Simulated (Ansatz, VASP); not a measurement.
## ZnCdF4 in VASP and in Ansatz

```
Zn Cd F
1.0
     3.76200    0.00000    0.00000
     0.00000    3.76200    0.00000
     0.00000    0.00000    6.24949
Zn Cd F
1 1 4
Direct
  0.00000 0.00000 0.00000
  0.50000 0.50000 0.50000
  0.00000 0.00000 0.69598
  0.50000 0.00000 0.00000
  0.00000 0.50000 0.00000
  0.00000 0.00000 0.30402
```

Alike in both runs: task relaxation of cell and atoms; functional PBE; k mesh 4 × 4 × 4; occupations gaussian, width 0.1 eV; no spin polarisation.

|  | VASP | Ansatz |
| --- | --- | --- |
| version | VASP 6.6.1 | Ansatz 0.2.0 |
| potentials or method | VASP PAW PBE potentials, release 64 (Zn, Cd, F) | scalar-relativistic, plane waves, PAW |
| plane-wave cutoff (eV) | 600 | 420 |
| valence electrons in the cell | 52 | 60 |

Ansatz gave:

```
gap on the k mesh at the Fermi level, each at its own relaxed structure (eV) : none
relaxed volume (Å³/atom)                                                     : 15.53
relaxed cell length with the largest relative difference (Å)                 : 6.829
energy change over the relaxation (meV/atom)                                 : -67
```

Estimate VASP's values.

gap on the k mesh at the Fermi level, each at its own relaxed structure (eV): none; relaxed volume (Å³/atom): 15.50; relaxed cell length with the largest relative difference (Å): 6.783; energy change over the relaxation (meV/atom): -68.

A gap of «none» marks a metal or a gap that the smearing closes. The two sets of potentials don't hold the same shells in valence.

Caveats: the k mesh is coarse (spacing up to 0.42 Å⁻¹), so the values aren't converged.
